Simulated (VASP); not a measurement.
# Ga3BSb2 (P3m1) in VASP: a series of runs

Runs on Ga3BSb2. Level: PBE. Tasks: relaxation of cell and atoms.

Program: VASP 6.6.1. These are calculated values, not measurements. Logs are shortened: lines on timing, memory, paths and dates and some standing lists are left out, and cuts for length are marked.

## Step 1: Starting point

It takes space group P3m1 (No. 156, trigonal). Conventional cell: a = 3.922 Å, b = 3.922 Å, c = 9.792 Å, α = 90.00°, β = 90.00°, γ = 120.00°. Ga (site symmetry 3m) has 3 Ga at 2.72 Å and 3 Sb at 2.85 Å as nearest neighbours. Ga (site symmetry 3m) is surrounded by 3 Ga at 2.72 Å and 3 Sb at 3.09 Å. Ga (site symmetry 3m) has 1 B at 2.12 Å as nearest neighbours. B (site symmetry 3m) has 1 Ga at 2.12 Å and 3 Sb at 2.39 Å as nearest neighbours. Around Sb (site symmetry 3m) lie 3 B at 2.39 Å. Around Sb (site symmetry 3m) lie 6 Ga at 2.75 to 2.85 Å.

The cell was built by a generator and needn't be a form met in nature.

## Step 2: Relaxation of cell and atoms, PBE

Input file INCAR:

```
PREC = Accurate
ENCUT = 520
EDIFF = 1E-6
ISMEAR = 0
SIGMA = 0.1
LREAL = F
LASPH = T
NELM = 120
ALGO = Normal
ISIF = 3
LWAVE = F
LCHARG = F
GGA = PE
IBRION = 2
NSW = 90
EDIFFG = -0.01
KPAR = 4
```

Input file KPOINTS:

```
regular mesh
0
Gamma
  10 10 4
```

Input file POSCAR:

```
Ga3BSb2
1.0
    3.9217611400      0.0000000000      0.0000000000
   -1.9608805700      3.3963447800      0.0000000000
    0.0000000000      0.0000000000      9.7920000000
Ga B Sb
3 1 2
Direct
    0.0000000000      0.0000000000      0.6690155200
    0.6666666700      0.3333333300      0.8233251600
    0.0000000000      0.0000000000      0.3319035900
    0.0000000000      0.0000000000      0.1150939500
    0.3333333300      0.6666666700      0.0385008200
    0.3333333300      0.6666666700      0.4921364400
```

Potentials or basis: VASP PAW PBE potentials, release 64 (Ga_d, B, Sb).

Launch:

```console
$ cat potpaw_PBE.64/Ga_d/POTCAR potpaw_PBE.64/B/POTCAR potpaw_PBE.64/Sb/POTCAR > POTCAR
$ mpirun -np 4 vasp_std > vasp.out
```

OUTCAR:

```text
PREC = Accurate
   ENCUT = 520
   EDIFF = 1E-6
   ISMEAR = 0
   LREAL = F
   LASPH = T
   NELM = 120
   ISIF = 3
   GGA = PE
   IBRION = 2
   NSW = 90
   EDIFFG = -0.01

 ion  position               nearest neighbor table
   1  0.000  0.000  0.669-   2 2.72   2 2.72   2 2.72   6 2.85   6 2.85   6 2.85
   2  0.667  0.333  0.823-   1 2.72   1 2.72   1 2.72   5 3.09   5 3.09   5 3.09
   3  0.000  0.000  0.332-   4 2.12   6 2.75   6 2.75   6 2.75
   4  0.000  0.000  0.115-   3 2.12   5 2.39   5 2.39   5 2.39
   5  0.333  0.667  0.039-   4 2.39   4 2.39   4 2.39   2 3.09   2 3.09   2 3.09
   6  0.333  0.667  0.492-   3 2.75   3 2.75   3 2.75   1 2.85   1 2.85   1 2.85

  LATTYP: Found a hexagonal cell.
 ALAT       =     3.9217611400
 C/A-ratio  =     2.4968374285

  Lattice vectors:

 A1 = (   3.9217611400,   0.0000000000,   0.0000000000)
 A2 = (  -1.9608805700,   3.3963447800,   0.0000000000)
 A3 = (   0.0000000000,   0.0000000000,   9.7920000000)

Analysis of symmetry for initial positions (statically):
=====================================================================
 Subroutine PRICEL returns:
 Original cell was already a primitive cell.

 Routine SETGRP: Setting up the symmetry group for a
 hexagonal supercell.

 Subroutine GETGRP returns: Found  6 space group operations
 (whereof  6 operations were pure point group operations)
 out of a pool of 24 trial point group operations.

The static configuration has the point symmetry C_3v.

Analysis of symmetry for dynamics (positions and initial velocities):
=====================================================================
 Subroutine PRICEL returns:
 Original cell was already a primitive cell.

 Routine SETGRP: Setting up the symmetry group for a
 hexagonal supercell.

 Subroutine GETGRP returns: Found  6 space group operations
 (whereof  6 operations were pure point group operations)
 out of a pool of 24 trial point group operations.

The dynamic configuration has the point symmetry C_3v.

 Subroutine INISYM returns: Found  6 space group operations
 (whereof  6 operations are pure point group operations),
 and found     1 'primitive' translations

----------------------------------------------------------------------------------------

                                     Primitive cell

  volume of cell :     130.4260

  direct lattice vectors                    reciprocal lattice vectors
     3.921761140  0.000000000  0.000000000     0.254987482  0.147217091  0.000000000
    -1.960880570  3.396344780  0.000000000     0.000000000  0.294434183  0.000000000
     0.000000000  0.000000000  9.792000000     0.000000000  0.000000000  0.102124183

  length of vectors
     3.921761140  3.921761144  9.792000000     0.294434183  0.294434183  0.102124183

  position of ions in fractional coordinates (direct lattice)
     0.000000000  0.000000000  0.669015520
     0.666666670  0.333333330  0.823325160
     0.000000000  0.000000000  0.331903590
     0.000000000  0.000000000  0.115093950
     0.333333330  0.666666670  0.038500820
     0.333333330  0.666666670  0.492136440

  ion indices of the primitive-cell ions
   primitive index   ion index
                 1           1
                 2           2
                 3           3
                 4           4
                 5           5
                 6           6

----------------------------------------------------------------------------------------

 KPOINTS: regular mesh

Automatic generation of k-mesh.
 Grid dimensions read from file:
 generate k-points for:   10   10    4

 Generating k-lattice:

  Cartesian coordinates                     Fractional coordinates (reciprocal lattice)
     0.025498748  0.014721709  0.000000000     0.100000000  0.000000000  0.000000000
     0.000000000  0.029443418  0.000000000     0.000000000  0.100000000  0.000000000
     0.000000000  0.000000000  0.025531046     0.000000000  0.000000000  0.250000000

  Length of vectors
     0.029443418  0.029443418  0.025531046

  Shift w.r.t. Gamma in fractional coordinates (k-lattice)
     0.000000000  0.000000000  0.000000000

 Subroutine IBZKPT returns following result:
 ===========================================

 Found     50 irreducible k-points:

 Following reciprocal coordinates:
            Coordinates               Weight
  0.000000  0.000000  0.000000      1.000000
  0.100000  0.000000  0.000000      6.000000
  0.200000  0.000000  0.000000      6.000000
  0.300000  0.000000  0.000000      6.000000
  0.400000  0.000000  0.000000      6.000000
  0.500000  0.000000  0.000000      3.000000
[... 16 lines left out ...]
  0.000000  0.400000  0.250000      6.000000
  0.500000  0.000000  0.250000      6.000000
 [... further k-points ...]
   k-points           NKPTS =     50   k-points in BZ     NKDIM =     50   number of bands    NBANDS=     31
   number of dos      NEDOS =    301   number of ions     NIONS =      6
   total plane-waves  NPLWV =  72000
   dimension x,y,z NGX =    30 NGY =   30 NGZ =   80
   dimension x,y,z NGXF=    60 NGYF=   60 NGZF=  160
   ions per type =               3   1   2
   NGX,Y,Z   is equivalent  to a cutoff of  12.72, 12.72, 13.58 a.u.
   NGXF,Y,Z  is equivalent  to a cutoff of  25.43, 25.43, 27.16 a.u.
 SYSTEM =  unknown system
   PREC   = accura    normal or accurate (medium, high low for compatibility)
   ISTART =      0    job   : 0-new  1-cont  2-samecut
   ICHARG =      2    charge: 1-file 2-atom 10-const
   ISPIN  =      1    spin polarized calculation?
   LNONCOLLINEAR =      F non collinear calculations
   LSORBIT =      F    spin-orbit coupling
   LASPH  =      T    aspherical Exc in radial PAW
   ENCUT  =  520.0 eV  38.22 Ry    6.18 a.u.   7.29  7.29 18.21*2*pi/ulx,y,z
   NELM   =    120;   NELMIN=  2; NELMDL= -5     # of ELM steps
   EDIFF  = 0.1E-05   stopping-criterion for ELM
   LREAL  =      F    real-space projection
   EDIFFG = -.1E-01   stopping-criterion for IOM
   NSW    =     90    number of steps for IOM
   IBRION =      2    ionic relax: 0-MD 1-quasi-New 2-CG
   NFREE  =      1    steps in history (QN), initial steepest desc. (CG)
   ISIF   =      3    stress and relaxation
   ISYM   =      2    0-nonsym 1-usesym 2-fastsym
   POTIM  = 0.5000    time-step for ionic-motion
   TEBEG  =    0.0;   TEEND  =   0.0 temperature during run
   PSTRESS=    0.0 pullay stress
   NELECT =      52.0000    total number of electrons
   NUPDOWN=      -1.0000    fix difference up-down
   EMIN   =  10.00;   EMAX   =-10.00  energy-range for DOS
   EFERMI =   0.00;   METHOD = LEGACY
   ISMEAR =     0;   SIGMA  =   0.10  broadening in eV -4-tet -1-fermi 0-gaus
   EFERMI_NEDOS =   21; number of points for ismear=-14 and -15
   IALGO  =     38    algorithm
   IMIX   =      4    mixing-type and parameters
     AMIX     =   0.40;   BMIX     =  1.00
     AMIX_MAG =   1.60;   BMIX_MAG =  1.00
  volume/ion in A,a.u.               =      21.74       146.69
  Fermi-wavevector in a.u.,A,eV,Ry     =   1.204910  2.276949 19.753039  1.451807
  Thomas-Fermi vector in A             =   2.340621
   LORBIT       =      0    0 simple, 1 ext, 2 COOP (PROOUT), +10 PAW based schemes
   GGA     = PE    functional components
   LHFCALC =     F    Hartree Fock is set to
   AEXX    =    0.0000 exact exchange contribution
   IVDW    =     0    specifies the selected vdW correction
   LEPSILON=     F    determine dielectric tensor
   LRPA    =     F    only Hartree local field effects (RPA)
 conjugate gradient relaxation of ions
 non-spin polarized calculation
 Gauss-broadening in eV      SIGMA  =   0.10
  energy-cutoff  :      520.00
  volume of cell :      130.43
 maximum number of plane-waves:      3576
 NGX is ok and might be reduce to    30
   NGX = 15   NGY = 15   NGZ = 37

--------------------------------------- Ionic step        1  -------------------------------------------

 number of electron      52.0000018 magnetization

 Free energy of the ion-electron system (eV)
  ---------------------------------------------------
  ext. energy  EPLUGINS =         0.00000000
  ---------------------------------------------------
  free energy    TOTEN  =       -22.05025284 eV

  energy without entropy =      -22.03846346  energy(sigma->0) =      -22.04435815

------------------------ aborting loop because EDIFF is reached ----------------------------------------

  FORCE on cell =-STRESS in cart. coord.  units (eV):
  Direction    XX          YY          ZZ          XY          YZ          ZX
  --------------------------------------------------------------------------------------
  -------------------------------------------------------------------------------------
  Total       -0.1721345     -0.1721345      1.6970921      0.0000000      0.0000000     -0.0000000
  in kB       -2.1145315     -2.1145315     20.8473889      0.0000000      0.0000000     -0.0000000
  external PRESSURE =       5.5394420 kB  Pullay stress =       0.0000000 kB
[... 101 lines left out ...]
  FREE ENERGIE OF THE ION-ELECTRON SYSTEM (eV)
  ---------------------------------------------------
  free  energy   TOTEN  =       -22.0788946155 eV

  energy  without entropy=      -22.0683500966  energy(sigma->0) =      -22.07362236

 E-fermi :   5.5980     XC(G=0):  -9.9941

 val. band max:        5.5926089523   @ k =   0.2000   0.0000   0.2500
 cond. band min:       5.6135662233   @ k =   0.2000   0.1000   0.0000
 fundamental gap:      0.0209572710
 Fermi energy:         5.5980030816

 k-point     1 :       0.0000    0.0000    0.0000
  band No.  band energies     occupation
      1      -9.4064      2.00000
      2      -9.4064      2.00000
      3      -9.3388      2.00000
      4      -9.3288      2.00000
      5      -9.3288      2.00000
      6      -9.2511      2.00000
[... 805 lines left out ...]
     30       7.5740      0.00000
     31       8.4558      0.00000

 [... further k-points ...]

[... ionic steps 4 to 50 ...]

--------------------------------------- Ionic step       51  -------------------------------------------

 number of electron      52.0000011 magnetization

------------------------ aborting loop because EDIFF is reached ----------------------------------------
[... 75 lines left out ...]
--------------------------------------- Ionic step       53  -------------------------------------------

 number of electron      52.0000012 magnetization

 Free energy of the ion-electron system (eV)
  ---------------------------------------------------
  ext. energy  EPLUGINS =         0.00000000
  ---------------------------------------------------
  free energy    TOTEN  =       -22.13950008 eV

  energy without entropy =      -22.13000307  energy(sigma->0) =      -22.13475157

 E-fermi :   5.6542     XC(G=0): -10.0453

 val. band max:        5.6541854109   @ k =  -0.1000   0.3000   0.2500
 cond. band min:       5.6769754240   @ k =   0.2000   0.0000   0.2500
 fundamental gap:      0.0227900131
 Fermi energy:         5.6542242483

 k-point     1 :       0.0000    0.0000    0.0000
  band No.  band energies     occupation
      1      -9.3065      2.00000
      2      -9.3065      2.00000
      3      -9.2448      2.00000
      4      -9.2368      2.00000
      5      -9.2368      2.00000
      6      -9.1879      2.00000
[... 805 lines left out ...]
     30       7.6239      0.00000
     31       8.4510      0.00000

 [... further k-points ...]

------------------------ aborting loop because EDIFF is reached ----------------------------------------

  FORCE on cell =-STRESS in cart. coord.  units (eV):
  Direction    XX          YY          ZZ          XY          YZ          ZX
  --------------------------------------------------------------------------------------
  -------------------------------------------------------------------------------------
  Total       -0.0117116     -0.0117116     -0.0360579      0.0000000      0.0000000     -0.0000000
  in kB       -0.1426547     -0.1426547     -0.4392079      0.0000000      0.0000000     -0.0000000
  external PRESSURE =      -0.2415057 kB  Pullay stress =       0.0000000 kB
[... 21 lines left out ...]
  FREE ENERGIE OF THE ION-ELECTRON SYSTEM (eV)
  ---------------------------------------------------
  free  energy   TOTEN  =       -22.1395000763 eV

  energy  without entropy=      -22.1300030721  energy(sigma->0) =      -22.13475157

 reached required accuracy - stopping structural energy minimisation
```

Wall time 25 min (4 MPI ranks of Intel Xeon Platinum 8488C (Sapphire Rapids), shared host); peak memory 0.39 GiB.

What came out:

```
Free energy                            : -22.1395 eV
Relaxed volume                         : 21.92 Å³/atom
Relaxed cell                           : a = 3.755 Å, b = 3.755 Å, c = 10.770 Å, α = 90.00°, β = 90.00°, γ = 120.00°
Space group after relaxing (to 0.05 Å) : P3m1 (No. 156)
Energy gained by relaxing              : 14.9 meV/atom
Ionic steps                            : 53
Pressure after relaxing                : 0.0 GPa
Largest force after relaxing           : 0.007 eV/Å
Band gap on the k mesh                 : none (metal or under the smearing width)
```

Forces on the atoms (eV/Å):
```
Ga   0.000  0.000 -0.005
Ga   0.000  0.000 -0.003
Ga   0.000  0.000 -0.006
B    0.000  0.000  0.005
Sb   0.000  0.000  0.007
Sb   0.000  0.000  0.000
```

The path:
```
step  energy change (eV)  largest force (eV/Å)  pressure (GPa)  volume (Å³)
   1              0.0000                0.2372            0.55       130.43
   3             -0.0286                0.2093           -0.64       132.97
   5             -0.0426                0.1538            0.45       130.54
   7             -0.0527                0.0797           -0.07       131.99
   9             -0.0538                0.1110           -0.21       132.65
  11             -0.0559                0.0733            0.12       132.12
  13             -0.0566                0.0337           -0.06       132.51
  15             -0.0568                0.0273            0.02       132.33
  17             -0.0568                0.0269            0.03       132.32
  19             -0.0584                0.0417            0.01       132.31
  21             -0.0763                0.1479           -0.10       132.19
  23             -0.0772                0.2134           -0.07       132.11
  25             -0.0783                0.1917           -0.09       132.14
  27             -0.0784                0.1995           -0.08       132.13
  29             -0.0785                0.1953           -0.12       132.13
  31             -0.0792                0.1907           -0.08       132.10
  33             -0.0818                0.1708           -0.05       131.98
  35             -0.0874                0.1312            0.01       131.51
  37             -0.0885                0.0839           -0.03       131.47
  39             -0.0889                0.0559           -0.05       131.55
  41             -0.0891                0.0312            0.06       131.44
  43             -0.0892                0.0137           -0.03       131.44
  45             -0.0892                0.0153            0.02       131.47
  47             -0.0892                0.0178            0.06       131.49
  49             -0.0892                0.0121            0.04       131.50
  51             -0.0892                0.0110           -0.01       131.52
  53             -0.0892                0.0075           -0.02       131.53
```

Final structure:
```
CELL_PARAMETERS angstrom
3.75530 0.00000 0.00000
-1.87765 3.25219 0.00000
0.00000 0.00000 10.77012
ATOMIC_POSITIONS crystal
Ga 0.00000 0.00000 0.66375
Ga 0.66667 0.33333 0.83312
Ga 0.00000 0.00000 0.31784
B 0.00000 0.00000 0.12386
Sb 0.33333 0.66667 0.05078
Sb 0.33333 0.66667 0.48063
```

## Step 3: Relaxation of cell and atoms, PBE

This run uses another cell than the first one, of 21.92 Å³/atom, 1.009 times its volume.

Input file INCAR:

```
PREC = Accurate
ENCUT = 520
EDIFF = 1E-7
ISMEAR = 0
SIGMA = 0.1
LREAL = F
LASPH = T
NELM = 120
ALGO = Normal
ISIF = 3
LWAVE = F
LCHARG = F
GGA = PE
IBRION = 2
NSW = 60
EDIFFG = -0.005
POTIM = 0.3
KPAR = 4
```

KPOINTS is that of step 2.

Input file POSCAR:

```
Ga3BSb2                                 
1.0
    3.7553009449      0.0000000000     -0.0000000000
   -1.8776504724      3.2521860217     -0.0000000000
   -0.0000000000     -0.0000000000     10.7701206923
  Ga              B               Sb            
     3     1     2
Direct
     1.0000000000000000    0.0000000000000000    0.6637464102609697
     0.6666666699999979    0.3333333300000021    0.8331231689052241
     0.0000000000000000    0.0000000000000000    0.3178412784602094
     0.0000000000000000    0.0000000000000000    0.1238614457200222
     0.3333333300000021    0.6666666699999979    0.0507762698145166
     0.3333333300000021    0.6666666699999979    0.4806269068390748
```

Potentials or basis: VASP PAW PBE potentials, release 64 (Ga_d, B, Sb).

Launch:

```console
$ cat potpaw_PBE.64/Ga_d/POTCAR potpaw_PBE.64/B/POTCAR potpaw_PBE.64/Sb/POTCAR > POTCAR
$ mpirun -np 4 vasp_std > vasp.out
```

Wall time 4.1 min (4 MPI ranks of Intel Xeon Platinum 8488C (Sapphire Rapids), shared host); peak memory 0.37 GiB.

Results (log left out):

- Free energy: -22.1405 eV
- Relaxed volume: 21.94 Å³/atom
- Relaxed cell: a = 3.756 Å, b = 3.756 Å, c = 10.774 Å, α = 90.00°, β = 90.00°, γ = 120.00°
- Space group after relaxing (to 0.05 Å): P3m1 (No. 156)
- Energy gained by relaxing: 0.0 meV/atom
- Ionic steps: 13
- Pressure after relaxing: 0.0 GPa
- Largest force after relaxing: 0.005 eV/Å
- Band gap on the k mesh: none (metal or under the smearing width)

Forces on the atoms (eV/Å):
```
Ga   0.000  0.000 -0.004
Ga   0.000  0.000 -0.002
Ga   0.000  0.000  0.000
B    0.000  0.000  0.004
Sb   0.000  0.000  0.005
Sb   0.000  0.000 -0.002
```

Final structure:
```
Ga B Sb
1.0
     3.75599    0.00000    0.00000
    -1.87800    3.25279    0.00000
     0.00000    0.00000   10.77426
Ga B Sb
3 1 2
Direct
  0.00000 0.00000 0.66366
  0.66667 0.33333 0.83307
  0.00000 0.00000 0.31782
  0.00000 0.00000 0.12392
  0.33333 0.66667 0.05090
  0.33333 0.66667 0.48061
```

Levels at points of the mesh, in eV from the Fermi level:
```csv
k point,band 24,band 25,band 26,band 27,band 28,band 29
"(0.00, 0.00, 0.00)",0.29,1.53,1.53,2.32,3.31,3.31
"(0.50, 0.00, 0.00)",-2.34,-2.06,-1.03,-0.61,1.50,1.71
"(0.00, 0.00, 0.50)",1.52,1.52,2.22,2.65,3.28,3.28
"(0.50, 0.00, 0.50)",-2.41,-0.67,-0.58,-0.33,0.65,1.63
```

Spin-orbit coupling is left out, which matters for the levels of Sb.
